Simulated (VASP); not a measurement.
# CdAg in VASP: notebook

Aim: see how the results for CdAg move with the level of theory and the settings. Levels: BEEF-vdW, PBE+dDsC, PBEsol. Tasks: relaxation of the atoms, single point.

Everything below comes from runs of VASP 6.6.1. Logs are shortened: lines on timing, memory, paths and dates and some standing lists are left out, and cuts for length are marked.

### 1 The sheet as given

The cell holds a sheet with vacuum, 2 atoms: a = 3.906 Å, b = 3.906 Å, c = 23.800 Å, α = 90.00°, β = 90.00°, γ = 90.00°.

The cell was built by a generator and needn't be a form met in nature.

### 2 Relaxation of the atoms, BEEF-vdW

Input file INCAR:

```
SYSTEM = CdAg
  PREC = Accurate
  ENCUT = 520
  EDIFF = 1E-6
  ISMEAR = 0
  SIGMA = 0.05
  LREAL = .False.
  LASPH = .True.
  NELM = 100
  ALGO = Normal
  ISIF = 2
  LWAVE = .False.
  LCHARG = .False.
  LDIPOL = .True.
  IDIPOL = 3
  DIPOL = 0.5 0.5 0.294
  GGA = BF
  LUSE_VDW = .True.
  ZAB_VDW = -1.8867
  IBRION = 2
  NSW = 60
  EDIFFG = -0.01
```

Input file KPOINTS:

```
Automatic mesh
0
Gamma
  7 7 1
  0 0 0
```

Input file POSCAR:

```
CdAg
1.0
    3.9055300000      0.0000000000      0.0000000000
    0.0000000000      3.9055300000      0.0000000000
    0.0000000000      0.0000000000     23.8000000000
Cd Ag
1 1
Selective dynamics
Direct
    0.0000000000      0.0000000000      0.2941200000  F F F
    0.5000000000      0.5000000000      0.2941200000  T T T
```

Potentials or basis: VASP PAW PBE potentials, release 64 (Cd, Ag).

Run with:

```console
$ cat potpaw_PBE.64/Cd/POTCAR potpaw_PBE.64/Ag/POTCAR > POTCAR
$ mpirun -np 1 vasp_std > vasp.out
```

OUTCAR:

```text
SYSTEM = CdAg
   PREC = Accurate
   ENCUT = 520
   EDIFF = 1E-6
   ISMEAR = 0
   LREAL = .False.
   LASPH = .True.
   NELM = 100
   ISIF = 2
   GGA = BF
   IBRION = 2
   NSW = 60
   EDIFFG = -0.01

 ion  position               nearest neighbor table
   1  0.000  0.000  0.294-   2 2.76   2 2.76   2 2.76   2 2.76
   2  0.500  0.500  0.294-   1 2.76   1 2.76   1 2.76   1 2.76

  LATTYP: Found a simple tetragonal cell.
 ALAT       =     3.9055300000
 C/A-ratio  =     6.0939232319

  Lattice vectors:

 A1 = (   3.9055300000,   0.0000000000,   0.0000000000)
 A2 = (   0.0000000000,   3.9055300000,   0.0000000000)
 A3 = (   0.0000000000,   0.0000000000,  23.8000000000)

Analysis of symmetry for initial positions (statically):
=====================================================================
 Subroutine PRICEL returns:
 Original cell was already a primitive cell.

 Routine SETGRP: Setting up the symmetry group for a
 simple tetragonal supercell.

 Subroutine GETGRP returns: Found 16 space group operations
 (whereof  8 operations were pure point group operations)
 out of a pool of 16 trial point group operations.

The static configuration has the point symmetry C_4v.
 The point group associated with its full space group is D_4h.

Analysis of symmetry for dynamics (positions and initial velocities):
=====================================================================
 Subroutine PRICEL returns:
 Original cell was already a primitive cell.

 Routine SETGRP: Setting up the symmetry group for a
 simple tetragonal supercell.

 Subroutine GETGRP returns: Found 16 space group operations
 (whereof  8 operations were pure point group operations)
 out of a pool of 16 trial point group operations.

The dynamic configuration has the point symmetry C_4v.
 The point group associated with its full space group is D_4h.

Analysis of constrained symmetry for selective dynamics:
=====================================================================
 Subroutine PRICEL returns:
 Original cell was already a primitive cell.

 Routine SETGRP: Setting up the symmetry group for a
 simple tetragonal supercell.

 Subroutine GETGRP returns: Found 16 space group operations
 (whereof  8 operations were pure point group operations)
 out of a pool of 16 trial point group operations.

The constrained configuration has the point symmetry C_4v.
 The point group associated with its full space group is D_4h.

 Subroutine INISYM returns: Found 16 space group operations
 (whereof  8 operations are pure point group operations),
 and found     1 'primitive' translations

----------------------------------------------------------------------------------------

                                     Primitive cell

  volume of cell :     363.0253

  direct lattice vectors                    reciprocal lattice vectors
     3.905530000  0.000000000  0.000000000     0.256047195  0.000000000  0.000000000
     0.000000000  3.905530000  0.000000000     0.000000000  0.256047195  0.000000000
     0.000000000  0.000000000 23.800000000     0.000000000  0.000000000  0.042016807

  length of vectors
     3.905530000  3.905530000 23.800000000     0.256047195  0.256047195  0.042016807

  position of ions in fractional coordinates (direct lattice)
     0.000000000  0.000000000  0.294120000
     0.500000000  0.500000000  0.294120000

  ion indices of the primitive-cell ions
   primitive index   ion index
                 1           1
                 2           2

----------------------------------------------------------------------------------------

 KPOINTS: Automatic mesh

Automatic generation of k-mesh.
 Grid dimensions read from file:
 generate k-points for:    7    7    1

 Generating k-lattice:

  Cartesian coordinates                     Fractional coordinates (reciprocal lattice)
     0.036578171  0.000000000  0.000000000     0.142857143  0.000000000  0.000000000
     0.000000000  0.036578171  0.000000000     0.000000000  0.142857143  0.000000000
     0.000000000  0.000000000  0.042016807     0.000000000  0.000000000  1.000000000

  Length of vectors
     0.036578171  0.036578171  0.042016807

  Shift w.r.t. Gamma in fractional coordinates (k-lattice)
     0.000000000  0.000000000  0.000000000

 Subroutine IBZKPT returns following result:
 ===========================================

 Found     10 irreducible k-points:

 Following reciprocal coordinates:
            Coordinates               Weight
  0.000000  0.000000  0.000000      1.000000
  0.142857  0.000000  0.000000      4.000000
  0.285714  0.000000  0.000000      4.000000
  0.428571  0.000000  0.000000      4.000000
  0.142857  0.142857  0.000000      4.000000
  0.285714  0.142857  0.000000      8.000000
  0.428571  0.142857  0.000000      8.000000
  0.285714  0.285714  0.000000      4.000000
  0.428571  0.285714  0.000000      8.000000
  0.428571  0.428571  0.000000      4.000000
   k-points           NKPTS =     10   k-points in BZ     NKDIM =     10   number of bands    NBANDS=     15
   number of dos      NEDOS =    301   number of ions     NIONS =      2
   total plane-waves  NPLWV = 162000
   dimension x,y,z NGX =    30 NGY =   30 NGZ =  180
   dimension x,y,z NGXF=    60 NGYF=   60 NGZF=  360
   ions per type =               1   1
   NGX,Y,Z   is equivalent  to a cutoff of  12.77, 12.77, 12.57 a.u.
   NGXF,Y,Z  is equivalent  to a cutoff of  25.54, 25.54, 25.15 a.u.
 SYSTEM =  CdAg
   PREC   = accura    normal or accurate (medium, high low for compatibility)
   ISTART =      0    job   : 0-new  1-cont  2-samecut
   ICHARG =      2    charge: 1-file 2-atom 10-const
   ISPIN  =      1    spin polarized calculation?
   LNONCOLLINEAR =      F non collinear calculations
   LSORBIT =      F    spin-orbit coupling
   LASPH  =      T    aspherical Exc in radial PAW
   ENCUT  =  520.0 eV  38.22 Ry    6.18 a.u.   7.26  7.26 44.25*2*pi/ulx,y,z
   NELM   =    100;   NELMIN=  2; NELMDL= -5     # of ELM steps
   EDIFF  = 0.1E-05   stopping-criterion for ELM
   LREAL  =      F    real-space projection
   EDIFFG = -.1E-01   stopping-criterion for IOM
   NSW    =     60    number of steps for IOM
   IBRION =      2    ionic relax: 0-MD 1-quasi-New 2-CG
   NFREE  =      1    steps in history (QN), initial steepest desc. (CG)
   ISIF   =      2    stress and relaxation
   ISYM   =      2    0-nonsym 1-usesym 2-fastsym
   POTIM  = 0.5000    time-step for ionic-motion
   TEBEG  =    0.0;   TEEND  =   0.0 temperature during run
   PSTRESS=    0.0 pullay stress
   NELECT =      23.0000    total number of electrons
   NUPDOWN=      -1.0000    fix difference up-down
   EMIN   =  10.00;   EMAX   =-10.00  energy-range for DOS
   EFERMI =   0.00;   METHOD = LEGACY
   ISMEAR =     0;   SIGMA  =   0.05  broadening in eV -4-tet -1-fermi 0-gaus
   EFERMI_NEDOS =   21; number of points for ismear=-14 and -15
   IALGO  =     38    algorithm
   IMIX   =      4    mixing-type and parameters
     AMIX     =   0.40;   BMIX     =  1.00
     AMIX_MAG =   1.60;   BMIX_MAG =  1.00
  volume/ion in A,a.u.               =     181.51      1224.91
  Fermi-wavevector in a.u.,A,eV,Ry     =   0.652637  1.233305  5.795201  0.425935
  Thomas-Fermi vector in A             =   1.722621
   LORBIT       =      0    0 simple, 1 ext, 2 COOP (PROOUT), +10 PAW based schemes
   GGA     = BF    functional components
   LHFCALC =     F    Hartree Fock is set to
   AEXX    =    0.0000 exact exchange contribution
   IVDW_NL    =     1    kernel type
   BPARAM     = 6.3000
   IVDW    =     0    specifies the selected vdW correction
   LEPSILON=     F    determine dielectric tensor
   LRPA    =     F    only Hartree local field effects (RPA)
 conjugate gradient relaxation of ions
 non-spin polarized calculation
 Gauss-broadening in eV      SIGMA  =   0.05
  energy-cutoff  :      520.00
  volume of cell :      363.03
 maximum number of plane-waves:      9800
 NGX is ok and might be reduce to    30
   NGX = 15   NGY = 15   NGZ = 89

 dipolmoment           0.000000      0.000000     -0.000000 electrons x Angstroem

 number of electron      23.0000016 magnetization

 dipolmoment           0.000000      0.000000      0.000001 electrons x Angstroem

 Free energy of the ion-electron system (eV)
  ---------------------------------------------------
  ext. energy  EPLUGINS =         0.00000000
  ---------------------------------------------------
  free energy    TOTEN  =         3.98720430 eV

  energy without entropy =        3.99167303  energy(sigma->0) =        3.98943866

 E-fermi :  -2.7498     XC(G=0):  -2.1686

 val. band max:       -2.7526337804   @ k =   0.4286   0.4286   0.0000
 cond. band min:      -2.7351370362   @ k =   0.1429   0.0000   0.0000
 fundamental gap:      0.0174967442
 Fermi energy:        -2.7497795924

 k-point     1 :       0.0000    0.0000    0.0000
  band No.  band energies     occupation
      1     -12.2458      2.00000
      2     -12.1746      2.00000
      3     -12.1349      2.00000
      4     -11.8851      2.00000
      5     -11.8851      2.00000
      6      -8.8285      2.00000
      7      -7.5334      2.00000
      8      -7.3216      2.00000
      9      -7.3216      2.00000
     10      -7.0462      2.00000
     11      -6.9945      2.00000
     12      -3.0113      2.00000
     13      -0.1446      0.00000
     14       0.6022      0.00000
     15       1.0781      0.00000
[... 145 lines left out ...]
 k-point    10 :       0.4286    0.4286    0.0000
  band No.  band energies     occupation
      1     -12.2317      2.00000
      2     -11.9742      2.00000
      3     -11.9658      2.00000
      4     -11.9604      2.00000
      5     -11.7441      2.00000
      6      -8.4049      2.00000
      7      -7.4241      2.00000
      8      -7.4018      2.00000
      9      -7.3416      2.00000
     10      -7.2386      2.00000
     11      -4.1012      2.00000
     12      -2.7526      1.06434
     13      -1.8710      0.00000
     14      -0.4617      0.00000
     15       0.6992      0.00000

------------------------ aborting loop because EDIFF is reached ----------------------------------------

 vacuum level on the upper side and lower side of the slab       (xc-potential included)        -0.009        -0.009

  FORCE on cell =-STRESS in cart. coord.  units (eV):
  Direction    XX          YY          ZZ          XY          YZ          ZX
  --------------------------------------------------------------------------------------
  -------------------------------------------------------------------------------------
  Total        0.6952155      0.6952155     -0.0061567      0.0000000      0.0000000     -0.0000000
  in kB        3.0682668      3.0682668     -0.0271722      0.0000000      0.0000000     -0.0000000
  external PRESSURE =       2.0364538 kB  Pullay stress =       0.0000000 kB

 VOLUME and BASIS-vectors are now :
 -----------------------------------------------------------------------------
  energy-cutoff  :      520.00
  volume of cell :      363.03
      direct lattice vectors                 reciprocal lattice vectors
     3.905530000  0.000000000  0.000000000     0.256047195  0.000000000  0.000000000
     0.000000000  3.905530000  0.000000000     0.000000000  0.256047195  0.000000000
     0.000000000  0.000000000 23.800000000     0.000000000  0.000000000  0.042016807

 POSITION                                       TOTAL-FORCE (eV/Angst)
 -----------------------------------------------------------------------------------
      0.00000      0.00000      7.00006         0.000000      0.000000     -0.000000
      1.95277      1.95277      7.00006         0.000000     -0.000000      0.000000
 -----------------------------------------------------------------------------------
    total drift:                                0.000000      0.000000     -0.000095

  FREE ENERGIE OF THE ION-ELECTRON SYSTEM (eV)
  ---------------------------------------------------
  free  energy   TOTEN  =         3.9872042951 eV

  energy  without entropy=        3.9916730315  energy(sigma->0) =        3.98943866

Total vdW correction in eV:      5.2620961

 reached required accuracy - stopping structural energy minimisation

 vacuum level on the upper side and lower side of the slab         0.992         0.993
```

It took 7.1 min on 1 thread of Intel Xeon Platinum 8488C (Sapphire Rapids), shared host; peak memory 1.1 GiB.

Results:

```
Free energy            : 3.9872 eV
Band gap on the k mesh : none (metal or under the smearing width)
```

Final structure:
```
Cd Ag
1.0
     3.90553    0.00000    0.00000
     0.00000    3.90553    0.00000
     0.00000    0.00000   23.80000
Cd Ag
1 1
Cartesian
  0.0000 0.0000 7.0001
  1.9528 1.9528 7.0001
```

Caveat: the relaxation stopped at its first step, so nothing moved; the PAW data sets were made with another functional, which shifts forces and pressure a little.

### 3 Relaxation of the atoms, PBE+dDsC

Input file INCAR:

```
ALGO     = Normal         # electronic algorithm
DIPOL    = 0.5 0.5 0.294
EDIFF    = 1E-7           # SCF threshold, eV
EDIFFG   = -0.01          # ionic threshold
ENCUT    = 520            # plane-wave cutoff, eV
GGA      = PE             # functional
IBRION   = 2              # ionic algorithm
IDIPOL   = 3            
ISIF     = 2              # what is computed and relaxed
ISMEAR   = 0              # smearing method
IVDW     = 4              # dispersion correction
LASPH    = T              # aspherical terms in the spheres
LCHARG   = F              # write CHGCAR
LDIPOL   = T            
LREAL    = F              # projectors in reciprocal space
LWAVE    = F              # write WAVECAR
NELM     = 60             # most SCF steps
NSW      = 60             # ionic steps
PREC     = Accurate       # precision mode
SIGMA    = 0.05           # smearing width, eV
```

Input file KPOINTS:

```
k-points
0
Gamma
  7 7 1
```

POSCAR is that of step 2.

Potentials or basis: VASP PAW PBE potentials, release 64 (Cd, Ag).

Run with:

```console
$ cat potpaw_PBE.64/Cd/POTCAR potpaw_PBE.64/Ag/POTCAR > POTCAR
$ mpirun -np 1 vasp_std > vasp.out
```

Run time: 98 s. Hardware: 1 thread of Intel Xeon Platinum 8488C (Sapphire Rapids), shared host; peak memory 0.41 GiB.

It converged, with:

| Property | Result |
| --- | --- |
| Free energy | -2.8411 eV |
| Band gap on the k mesh | none (metal or under the smearing width) |
| Hirshfeld charges | Cd +0.07; Ag -0.07 e |
| Dispersion energy per atom | -0.126 eV |

Final structure:
```yaml
crystal:
  lattice:
    - [3.90553, 0.00000, 0.00000]
    - [0.00000, 3.90553, 0.00000]
    - [0.00000, 0.00000, 23.80000]
  atoms:
    - { symbol: Cd, position: [0.00000, 0.00000, 0.29412] }
    - { symbol: Ag, position: [0.50000, 0.50000, 0.29412] }
```

Levels at points of the mesh, in eV from the Fermi level:
```
           k point  band 7  band 8  band 9  band 10  band 11  band 12  band 13  band 14  band 15
(0.00, 0.00, 0.00)   -4.51   -4.32   -4.32    -4.04    -4.01    -0.14     3.14     3.61     3.73
```

Caveat: the relaxation stopped at its first step, so nothing moved.

### 4 Single point, PBEsol

Input file INCAR:

```
  PREC = Accurate
  ENCUT = 520
  EDIFF = 1E-6
  ISMEAR = -1
  SIGMA = 0.05
  LREAL = F
  LASPH = T
  NELM = 100
  ALGO = Fast
  ISIF = 2
  LWAVE = F
  LCHARG = F
  LDIPOL = T
  IDIPOL = 3
  DIPOL = 0.5 0.5 0.294
  GGA = PS
  NBANDS = 18
```

Input file KPOINTS:

```
regular mesh
0
Gamma
  7 7 1
```

Input file POSCAR:

```
CdAg
1.0
    3.9055300000      0.0000000000      0.0000000000
    0.0000000000      3.9055300000      0.0000000000
    0.0000000000      0.0000000000     23.8000000000
Cd Ag
1 1
Direct
    0.0000000000      0.0000000000      0.2941200000
    0.5000000000      0.5000000000      0.2941200000
```

Run with:

```console
$ cat potpaw_PBE.64/Cd/POTCAR potpaw_PBE.64/Ag/POTCAR > POTCAR
$ mpirun -np 1 vasp_std > vasp.out
```

It took 57 s on 1 thread of AMD EPYC 9R45 (Zen 5), shared host; peak memory 0.4 GiB.

It converged, with:

```yaml
Free_energy: -3.2528 eV
Band_gap_on_the_k_mesh: none (metal or under the smearing width)
```

Levels at points of the mesh, in eV from the Fermi level:
```
           k point  band 7  band 8  band 9  band 10  band 11  band 12  band 13  band 14  band 15  band 16
(0.00, 0.00, 0.00)   -4.45   -4.26   -4.26    -3.99    -3.95    -0.09     3.34     3.78     3.86     4.04
```

Caveat: the PAW data sets were made with another functional, which shifts forces and pressure a little.

### 5 For comparison

An earlier run on the cell as given: functional PBE; potentials or basis VASP PAW PBE potentials, release 64 (Cd, Ag); cutoff 520 eV; k mesh 7 × 7 × 1; occupations fermi-dirac, width 0.05 eV; no spin polarisation.

- Band gap on the k mesh: none (metal or under the smearing width)

### 6 Summary

| task | level | cell | smearing | atoms held fixed (from 0) | gap on the mesh (eV) |
| --- | --- | --- | --- | --- | --- |
| relaxation of the atoms | BEEF-vdW | atoms relaxed | gaussian 0.05 eV | [0] | none |
| relaxation of the atoms | PBE+dDsC | atoms relaxed | gaussian 0.05 eV | [0] | none |
| single point | PBEsol | as given | fermi-dirac 0.05 eV | - | none |
| single point | PBE | as given | fermi-dirac 0.05 eV | - | none |

Alike in all rows: potentials or basis VASP PAW PBE potentials, release 64 (Cd, Ag); no spin polarisation; k mesh 7 × 7 × 1; cutoff (eV) 520.

Caveats: the relaxation stopped at its first step, so nothing moved (some runs); the PAW data sets were made with another functional, which shifts forces and pressure a little (some runs).

Total energies depend on the potentials used, so only differences within one code and one set of settings carry meaning.
